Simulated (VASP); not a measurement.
# TaN under pressure and tension

How does TaN change with the volume? The starting structure is a computed structure from the Materials Project. All runs use LDA. The equilibrium cell comes from relaxations that aren't shown. At each volume, shape and positions are relaxed as far as symmetry leaves them free.

Program: VASP 6.6.1. Level of theory: Kohn-Sham DFT with plane waves and PAW; LDA. Results are calculated unless marked as measured.

## 1. Starting point

Symmetry: Fm-3m, No. 225, cubic system. The conventional cell has a = 4.423 Å, b = 4.423 Å, c = 4.423 Å, α = 90.00°, β = 90.00°, γ = 90.00°. Nearest to Ta lie 6 N at 2.21 Å. Nearest to N lie 6 Ta at 2.21 Å. Farther neighbours and most contacts between anions are not listed.

As a file:

```cif
data_structure
_symmetry_space_group_name_H-M 'Fm-3m'
_symmetry_Int_Tables_number 225
_cell_length_a 4.4226
_cell_length_b 4.4226
_cell_length_c 4.4226
_cell_angle_alpha 90.000
_cell_angle_beta 90.000
_cell_angle_gamma 90.000
_cell_volume 86.51
loop_
_atom_site_label
_atom_site_type_symbol
_atom_site_symmetry_multiplicity
_atom_site_Wyckoff_symbol
_atom_site_fract_x
_atom_site_fract_y
_atom_site_fract_z
_atom_site_occupancy
Ta1 Ta 4 b 0.50000 0.00000 0.00000 1
N1 N 4 a 0.00000 0.00000 0.00000 1
```

## 2. Relaxation at the equilibrium volume

Contents of INCAR:

```
SYSTEM = TaN
PREC = Accurate
ENCUT = 560
EDIFF = 1E-07
NELM = 100
ISMEAR = 1
SIGMA = 0.15
LREAL = .FALSE.
ALGO = Normal
GGA = CA
NBANDS = 14
LASPH = .TRUE.
LORBIT = 11
LWAVE = .FALSE.
LCHARG = .FALSE.
KPAR = 4
IBRION = 2
NSW = 50
ISIF = 4
EDIFFG = -0.003
```

Contents of POSCAR:

```
TaN
1.0
    0.0000000000      2.1779705910      2.1779705910
    2.1779705910      0.0000000000      2.1779705910
    2.1779705910      2.1779705910      0.0000000000
Ta N
1 1
Direct
    0.5000000000      0.5000000000      0.5000000000
    0.0000000000      0.0000000000      0.0000000000
```

Contents of KPOINTS:

```
Automatic mesh
0
Gamma
18 18 18
0 0 0
```

The projector-augmented-wave data sets are Ta_pv and N (LDA family, release 64).

Launch:

```bash
$ mpirun -np 4 vasp_std
```

Log:

```text
[banner, memory and clock lines left out]
running    4 mpi-ranks, on    1 nodes
 distrk:  each k-point on    1 cores,    4 groups
 distr:  one band on    1 cores,    1 groups

 POSCAR found type information on POSCAR TaN
 POSCAR found :  2 types and       2 ions
 LDA part: xc-table for (Slater(with rela. corr.)+CA(PZ))
 , standard interpolation
 POSCAR, INCAR and KPOINTS ok, starting setup
 FFT: planning ... GRIDC
 FFT: planning ... GRID_SOFT
 FFT: planning ... GRID
 WAVECAR not read
 entering main loop
       N       E                     dE             d eps       ncg     rms          rms(c)
DAV:   1     0.914273868319E+02    0.91427E+02   -0.93648E+03  5482   0.128E+03
DAV:   2    -0.241450800587E+02   -0.11557E+03   -0.10904E+03  6708   0.321E+02
DAV:   3    -0.271620403715E+02   -0.30170E+01   -0.29789E+01  6180   0.466E+01
DAV:   4    -0.271766567884E+02   -0.14616E-01   -0.14610E-01  6530   0.340E+00
DAV:   5    -0.271767640916E+02   -0.10730E-03   -0.10730E-03  6180   0.264E-01    0.254E+01
DAV:   6    -0.243013064073E+02    0.28755E+01   -0.65522E+00  5814   0.282E+01    0.107E+01
DAV:   7    -0.241918119913E+02    0.10949E+00   -0.37622E-01  6942   0.553E+00    0.721E+00
DAV:   8    -0.241532245882E+02    0.38587E-01   -0.12635E-01  6618   0.319E+00    0.119E+00
DAV:   9    -0.241499891457E+02    0.32354E-02   -0.93726E-03  6294   0.843E-01    0.277E-01
DAV:  10    -0.241498119666E+02    0.17718E-03   -0.42679E-04  7310   0.257E-01    0.784E-02
DAV:  11    -0.241497958562E+02    0.16110E-04   -0.37612E-05  5880   0.666E-02    0.145E-02
DAV:  12    -0.241497956807E+02    0.17547E-06   -0.20643E-06  7014   0.136E-02    0.307E-03
DAV:  13    -0.241497956704E+02    0.10357E-07   -0.58044E-08  4164   0.230E-03
   1 F= -.24149796E+02 E0= -.24149597E+02  d E =-.241498E+02
 curvature:   0.00 expect dE= 0.000E+00 dE for cont linesearch  0.000E+00
 trial: gam= 0.00000 g(F)=  0.184E-60 g(S)=  0.978E-33 ort = 0.000E+00 (trialstep = 0.100E+01)
 search vector abs. value=  0.100E-09
 reached required accuracy - stopping structural energy minimisation
```

Run time: 8.8 s. Hardware: 4 MPI ranks of AMD EPYC 9R45, shared host; peak memory 0.6 GiB; 29 s of CPU time.

Lines that name or quote the potential files are left out of all logs, and their timing lines are given in words.

Parts of OUTCAR (step 2):

```text
ion  position               nearest neighbor table
   1  0.500  0.500  0.500-   2 2.18   2 2.18   2 2.18   2 2.18   2 2.18   2 2.18
   2  0.000  0.000  0.000-   1 2.18   1 2.18   1 2.18   1 2.18   1 2.18   1 2.18

  LATTYP: Found a face centered cubic cell.
 ALAT       =     4.3559411820

 Subroutine GETGRP returns: Found 48 space group operations
 (whereof 48 operations were pure point group operations)

The static configuration has the point symmetry O_h .

 Found    195 irreducible k-points:

   k-points           NKPTS =    195   k-points in BZ     NKDIM =    195   number of bands    NBANDS=     14

   dimension x,y,z NGX =    24 NGY =   24 NGZ =   24
   dimension x,y,z NGXF=    48 NGYF=   48 NGZF=   48

   ENCUT  =  560.0 eV  41.16 Ry    6.42 a.u.   5.94  5.94  5.94*2*pi/ulx,y,z

   NELECT =      16.0000    total number of electrons

 k-points in reciprocal lattice and weights: Automatic mesh
   0.00000000  0.00000000  0.00000000       0.000
   0.05555556  0.00000000  0.00000000       0.001
   0.11111111  0.00000000  0.00000000       0.001
   0.16666667  0.00000000  0.00000000       0.001
   0.22222222  0.00000000  0.00000000       0.001
   0.27777778  0.00000000  0.00000000       0.001
   0.33333333  0.00000000  0.00000000       0.001
   0.38888889  0.00000000  0.00000000       0.001
   0.44444444  0.00000000  0.00000000       0.001
[...]
-0.27777778  0.44444444  0.22222222       0.004
  -0.27777778  0.50000000  0.22222222       0.002

 average (electrostatic) potential at core
       1 -34.8592       2 -60.6941

 E-fermi :   9.7450

 k-point     1 :       0.0000    0.0000    0.0000
  band No.  band energies     occupation
    ...
      8       7.5172      2.00000
      9       7.5172      2.00000
     10       7.5172      2.00000
     11       9.7343      1.12000
     12       9.7343      1.12000
     13      11.7138     -0.00000
     14      19.2267      0.00000

 k-point     2 :       0.0556    0.0000    0.0000
  band No.  band energies     occupation
    ...
      6       5.5850      2.00000
      7       5.5850      2.00000
      8       7.6516      2.00000
      9       7.6516      2.00000
     10       7.7259      2.00000
     11      10.0691     -0.00920
     12      10.0691     -0.00920
     13      11.9351     -0.00000
     14      19.4691      0.00000

 k-point     3 :       0.1111    0.0000    0.0000
  band No.  band energies     occupation
    ...
      6       4.9477      2.00000
      7       4.9477      2.00000
      8       7.9650      2.00000
      9       7.9650      2.00000
     10       8.0573      2.00000
     11      10.9019     -0.00000
     12      10.9019     -0.00000
     13      12.5220     -0.00000
     14      20.1543      0.00000

  Total        0.0036066      0.0036066      0.0036066      0.0000000     -0.0000000      0.0000000
  in kB        0.2796543      0.2796543      0.2796543      0.0000000     -0.0000000      0.0000000
  external PRESSURE =       0.2796543 kB  Pullay stress =       0.0000000 kB

  energy-cutoff  :      560.00
  volume of cell :       20.66
      direct lattice vectors                 reciprocal lattice vectors
     0.000000000  2.177970591  2.177970591    -0.229571511  0.229571511  0.229571511
     2.177970591  0.000000000  2.177970591     0.229571511 -0.229571511  0.229571511
     2.177970591  2.177970591  0.000000000     0.229571511  0.229571511 -0.229571511

 POSITION                                       TOTAL-FORCE (eV/Angst)
 -----------------------------------------------------------------------------------
      2.17797      2.17797      2.17797         0.000000     -0.000000      0.000000
      0.00000      0.00000      0.00000        -0.000000      0.000000     -0.000000
 -----------------------------------------------------------------------------------
    total drift:                                0.000000     -0.000000     -0.000000

  FREE ENERGIE OF THE ION-ELECTRON SYSTEM (eV)
  ---------------------------------------------------
  free  energy   TOTEN  =       -24.1497956704 eV

  energy  without entropy=      -24.1491982899  energy(sigma->0) =      -24.14959654

 reached required accuracy - stopping structural energy minimisation

 total charge
# of ion       s       p       d       tot
------------------------------------------
    1        0.281   6.238   2.516   9.035
    2        1.215   2.535   0.000   3.751
--------------------------------------------------
tot          1.496   8.773   2.516  12.785

[... 3 further parts left out ...]
```

CONTCAR:

```
TaN
   1.00000000000000
     0.0000000000000000    2.1779705909999998    2.1779705909999998
     2.1779705909999998    0.0000000000000000    2.1779705909999998
     2.1779705909999998    2.1779705909999998    0.0000000000000000
  Ta              N
     1     1
Direct
     0.5000000000000000    0.5000000000000000    0.5000000000000000
     0.0000000000000000    0.0000000000000000    0.0000000000000000
```

The run keeps the 48 symmetry operations of its start, so it cannot find a distortion of lower symmetry.

The equilibrium volume: 10.331 Å³ an atom and a pressure of 0.03 GPa. Further runs on this cell, not shown, give the modes T1u 421.7 cm⁻¹.

## 3. Relaxation at 0.96 of the equilibrium volume

INCAR is that of step 2.

Contents of POSCAR:

```
TaN
1.0
    0.0000000000      2.1485349476      2.1485349476
    2.1485349476      0.0000000000      2.1485349476
    2.1485349476      2.1485349476      0.0000000000
Ta N
1 1
Direct
    0.5000000000      0.5000000000      0.5000000000
    0.0000000000      0.0000000000      0.0000000000
```

KPOINTS is that of step 2.

Launch:

```bash
$ mpirun -np 4 vasp_std
```

Log:

```text
[... set-up lines as in an earlier step ...]
 entering main loop
       N       E                     dE             d eps       ncg     rms          rms(c)
DAV:   1     0.913648086499E+02    0.91365E+02   -0.94424E+03  5460   0.130E+03
DAV:   2    -0.242853263223E+02   -0.11565E+03   -0.10926E+03  6686   0.322E+02
DAV:   3    -0.271374744361E+02   -0.28521E+01   -0.28266E+01  6168   0.460E+01
DAV:   4    -0.271506692144E+02   -0.13195E-01   -0.13168E-01  6532   0.328E+00
[...]
DAV:  11    -0.241073175815E+02    0.25074E-04   -0.59120E-05  5922   0.820E-02    0.170E-02
DAV:  12    -0.241073171281E+02    0.45335E-06   -0.34507E-06  6816   0.174E-02    0.362E-03
DAV:  13    -0.241073171196E+02    0.84915E-08   -0.79641E-08  4266   0.270E-03
   1 F= -.24107317E+02 E0= -.24107117E+02  d E =-.241073E+02
[...]
reached required accuracy - stopping structural energy minimisation
```

Elapsed: 7.6 s, on 4 MPI ranks; peak memory 0.61 GiB; 28 s of CPU time.

From OUTCAR (step 3):

```text
  Total        2.0807348      2.0807348      2.0807348     -0.0000000     -0.0000000      0.0000000
  in kB      168.0622005    168.0622005    168.0622005     -0.0000000     -0.0000000      0.0000000
  external PRESSURE =     168.0622005 kB  Pullay stress =       0.0000000 kB

 POSITION                                       TOTAL-FORCE (eV/Angst)
 -----------------------------------------------------------------------------------
      2.14853      2.14853      2.14853         0.000000      0.000000      0.000000
      0.00000      0.00000      0.00000        -0.000000     -0.000000     -0.000000
 -----------------------------------------------------------------------------------
    total drift:                                0.000000     -0.000000     -0.000000

  FREE ENERGIE OF THE ION-ELECTRON SYSTEM (eV)
  ---------------------------------------------------
  free  energy   TOTEN  =       -24.1073171196 eV

  energy  without entropy=      -24.1067176592  energy(sigma->0) =      -24.10711730

[... 2 parts as in an earlier step ...]

[... 2 further parts left out ...]
[key lines of the parts left out:]
E-fermi :  10.2334
```

0.96 of the equilibrium volume: 9.918 Å³ an atom and a pressure of 16.81 GPa. Further runs on this cell, not shown, give the modes T1u 474.9 cm⁻¹.

## 4. Relaxation at 1.04 of the equilibrium volume

INCAR is that of step 3.

Contents of POSCAR:

```
TaN
1.0
    0.0000000000      2.2066313855      2.2066313855
    2.2066313855      0.0000000000      2.2066313855
    2.2066313855      2.2066313855      0.0000000000
Ta N
1 1
Direct
    0.5000000000      0.5000000000      0.5000000000
    0.0000000000      0.0000000000      0.0000000000
```

KPOINTS is that of step 3.

Launch:

```bash
$ mpirun -np 4 vasp_std
```

Log:

```text
[... set-up lines as in an earlier step ...]
 entering main loop
       N       E                     dE             d eps       ncg     rms          rms(c)
DAV:   1     0.896681414056E+02    0.89668E+02   -0.94247E+03  5460   0.128E+03
DAV:   2    -0.241180073546E+02   -0.11379E+03   -0.10728E+03  6666   0.317E+02
DAV:   3    -0.271206794008E+02   -0.30027E+01   -0.29570E+01  6276   0.463E+01
DAV:   4    -0.271353972648E+02   -0.14718E-01   -0.14709E-01  6390   0.346E+00
[...]
DAV:  11    -0.241144603689E+02    0.10150E-04   -0.23574E-05  6000   0.528E-02    0.134E-02
DAV:  12    -0.241144604069E+02   -0.37967E-07   -0.10457E-06  7076   0.998E-03    0.167E-03
DAV:  13    -0.241144604035E+02    0.33674E-08   -0.30773E-08  3972   0.173E-03
   1 F= -.24114460E+02 E0= -.24114260E+02  d E =-.241145E+02
[...]
reached required accuracy - stopping structural energy minimisation
```

It took 7.8 s on 4 MPI ranks; peak memory 0.61 GiB.

Parts of OUTCAR (step 4):

```text
  Total       -1.8074805     -1.8074805     -1.8074805      0.0000000     -0.0000000      0.0000000
  in kB     -134.7611887   -134.7611887   -134.7611887      0.0000000     -0.0000000      0.0000000
  external PRESSURE =    -134.7611887 kB  Pullay stress =       0.0000000 kB

 POSITION                                       TOTAL-FORCE (eV/Angst)
 -----------------------------------------------------------------------------------
      2.20663      2.20663      2.20663         0.000000     -0.000000      0.000000
      0.00000      0.00000      0.00000        -0.000000      0.000000     -0.000000
 -----------------------------------------------------------------------------------
    total drift:                                0.000000     -0.000000     -0.000000

  FREE ENERGIE OF THE ION-ELECTRON SYSTEM (eV)
  ---------------------------------------------------
  free  energy   TOTEN  =       -24.1144604035 eV

  energy  without entropy=      -24.1138581827  energy(sigma->0) =      -24.11425966

[... 2 parts as in an earlier step ...]

[... 2 further parts left out ...]
[key lines of the parts left out:]
E-fermi :   9.2851
```

1.04 of the equilibrium volume: 10.745 Å³ an atom and a pressure of -13.48 GPa. Further runs on this cell, not shown, give the modes T1u 369.4 cm⁻¹.

## 5. Relaxation at 0.92 of the equilibrium volume

INCAR is that of step 4.

Contents of POSCAR:

```
TaN
1.0
    0.0000000000      2.1182698606      2.1182698606
    2.1182698606      0.0000000000      2.1182698606
    2.1182698606      2.1182698606      0.0000000000
Ta N
1 1
Direct
    0.5000000000      0.5000000000      0.5000000000
    0.0000000000      0.0000000000      0.0000000000
```

KPOINTS is that of step 4.

Launch:

```bash
$ mpirun -np 4 vasp_std
```

Log:

```text
[... set-up lines as in an earlier step ...]
 entering main loop
       N       E                     dE             d eps       ncg     rms          rms(c)
DAV:   1     0.909916625565E+02    0.90992E+02   -0.94347E+03  5476   0.131E+03
DAV:   2    -0.242914602678E+02   -0.11528E+03   -0.10898E+03  6608   0.324E+02
DAV:   3    -0.270290959718E+02   -0.27376E+01   -0.27124E+01  6218   0.456E+01
DAV:   4    -0.270407345427E+02   -0.11639E-01   -0.11635E-01  6666   0.313E+00
[...]
DAV:  11    -0.239681310547E+02    0.44192E-04   -0.11132E-04  6036   0.108E-01    0.228E-02
DAV:  12    -0.239681299392E+02    0.11154E-05   -0.60521E-06  6684   0.226E-02    0.139E-03
DAV:  13    -0.239681299542E+02   -0.14963E-07   -0.12693E-07  5134   0.333E-03
   1 F= -.23968130E+02 E0= -.23967926E+02  d E =-.239681E+02
[...]
reached required accuracy - stopping structural energy minimisation
```

It took 7.4 s on 4 MPI ranks; peak memory 0.59 GiB.

From OUTCAR (step 5):

```text
  Total        4.4686199      4.4686199      4.4686199     -0.0000000      0.0000000     -0.0000000
  in kB      376.6258600    376.6258600    376.6258600     -0.0000000      0.0000000     -0.0000000
  external PRESSURE =     376.6258600 kB  Pullay stress =       0.0000000 kB

 POSITION                                       TOTAL-FORCE (eV/Angst)
 -----------------------------------------------------------------------------------
      2.11827      2.11827      2.11827         0.000000      0.000000     -0.000000
      0.00000      0.00000      0.00000         0.000000     -0.000000      0.000000
 -----------------------------------------------------------------------------------
    total drift:                                0.000000     -0.000000     -0.000000

  FREE ENERGIE OF THE ION-ELECTRON SYSTEM (eV)
  ---------------------------------------------------
  free  energy   TOTEN  =       -23.9681299542 eV

  energy  without entropy=      -23.9675189252  energy(sigma->0) =      -23.96792628

[... 2 parts as in an earlier step ...]

[... 2 further parts left out ...]
[key lines of the parts left out:]
E-fermi :  10.7532
```

0.92 of the equilibrium volume: 9.505 Å³ an atom and a pressure of 37.66 GPa. Further runs on this cell, not shown, give the modes T1u 530.1 cm⁻¹.

## 6. Relaxation at 0.98 of the equilibrium volume

INCAR is that of step 5.

Contents of POSCAR:

```
TaN
1.0
    0.0000000000      2.1633528983      2.1633528983
    2.1633528983      0.0000000000      2.1633528983
    2.1633528983      2.1633528983      0.0000000000
Ta N
1 1
Direct
    0.5000000000      0.5000000000      0.5000000000
    0.0000000000      0.0000000000      0.0000000000
```

KPOINTS is that of step 5.

Launch:

```bash
$ mpirun -np 4 vasp_std
```

Log:

```text
[... set-up lines as in an earlier step ...]
 entering main loop
       N       E                     dE             d eps       ncg     rms          rms(c)
DAV:   1     0.903357012947E+02    0.90336E+02   -0.93586E+03  5460   0.129E+03
DAV:   2    -0.243161689617E+02   -0.11465E+03   -0.10790E+03  6678   0.320E+02
DAV:   3    -0.271603655304E+02   -0.28442E+01   -0.28164E+01  6138   0.456E+01
DAV:   4    -0.271730334660E+02   -0.12668E-01   -0.12663E-01  6584   0.326E+00
[...]
DAV:  11    -0.241393709488E+02    0.21789E-04   -0.50901E-05  5910   0.768E-02    0.157E-02
DAV:  12    -0.241393706042E+02    0.34463E-06   -0.29262E-06  6888   0.161E-02    0.351E-03
DAV:  13    -0.241393705927E+02    0.11466E-07   -0.72752E-08  4284   0.257E-03
   1 F= -.24139371E+02 E0= -.24139171E+02  d E =-.241394E+02
[...]
reached required accuracy - stopping structural energy minimisation
```

It took 7.4 s on 4 MPI ranks; peak memory 0.61 GiB.

OUTCAR, selected parts (step 6):

```text
  Total        1.0063038      1.0063038      1.0063038      0.0000000      0.0000000      0.0000000
  in kB       79.6209932     79.6209932     79.6209932      0.0000000      0.0000000      0.0000000
  external PRESSURE =      79.6209932 kB  Pullay stress =       0.0000000 kB

 POSITION                                       TOTAL-FORCE (eV/Angst)
 -----------------------------------------------------------------------------------
      2.16335      2.16335      2.16335         0.000000      0.000000      0.000000
      0.00000      0.00000      0.00000        -0.000000     -0.000000     -0.000000
 -----------------------------------------------------------------------------------
    total drift:                                0.000000     -0.000000     -0.000000

  FREE ENERGIE OF THE ION-ELECTRON SYSTEM (eV)
  ---------------------------------------------------
  free  energy   TOTEN  =       -24.1393705927 eV

  energy  without entropy=      -24.1387731911  energy(sigma->0) =      -24.13917146

[... 2 parts as in an earlier step ...]

[... 2 further parts left out ...]
[key lines of the parts left out:]
E-fermi :   9.9855
```

0.98 of the equilibrium volume: 10.125 Å³ an atom and a pressure of 7.96 GPa. Further runs on this cell, not shown, give the modes T1u 448.1 cm⁻¹.

[end of part 1 of 2]

[Lines on the potential files, build, host, timing and source positions are cut from VASP's logs without a mark.]

[Logs are printed without paths, hosts, clocks, repeated set-up lines and the standing remarks that a program may print on its own settings, such as how far it seeks lower states.]

[Hosts, paths, dates, database ids (printed as entryN), source tags and the programs' standing remarks are cut or masked in the printed files.]
